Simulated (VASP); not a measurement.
A run of VASP 6.6.1 is set up as follows.

Contents of INCAR:

```
SYSTEM = RuSe
  PREC = Accurate
  ENCUT = 520
  EDIFF = 1E-6
  ISMEAR = 0
  SIGMA = 0.05
  LREAL = .FALSE.
  LASPH = .TRUE.
  NELM = 60
  ALGO = Normal
  ISIF = 2
  LWAVE = .FALSE.
  LCHARG = .FALSE.
  LNONCOLLINEAR = .TRUE.
  MAGMOM = 0.135 0.075 0.111 0 0 0
  LORBIT = 11
  LMAXMIX = 4
```

Contents of KPOINTS:

```
regular mesh
0
G
  6 6 6
  0 0 0
```

The input POSCAR:

```
RuSe
1.0
    0.0000000000      2.6776164100      2.6776164100
    2.6776164100      0.0000000000      2.6776164100
    2.6776164100      2.6776164100      0.0000000000
Ru Se
1 1
Direct
    0.5000000000      0.5000000000      0.5000000000
    0.0000000000      0.0000000000      0.0000000000
```

Potentials or basis: VASP PAW LDA potentials, release 64 (Ru_pv, Se).

The run is started by

```console
$ cat potpaw_LDA.64/Ru_pv/POTCAR potpaw_LDA.64/Se/POTCAR > POTCAR
$ mpirun -np 1 vasp_ncl > vasp.out
```

(1) What does it give for the pressure?

(2) What does it give for the net moment?

(3) Predict the band gap on the k mesh.

## Answers

(1) -20.5 GPa.

(2) 0.06 μB per cell.

(3) none (metal or under the smearing width).

Caveat: so large a pressure means that the cell lies far from this level's equilibrium, or that cutoff or potentials fall short.
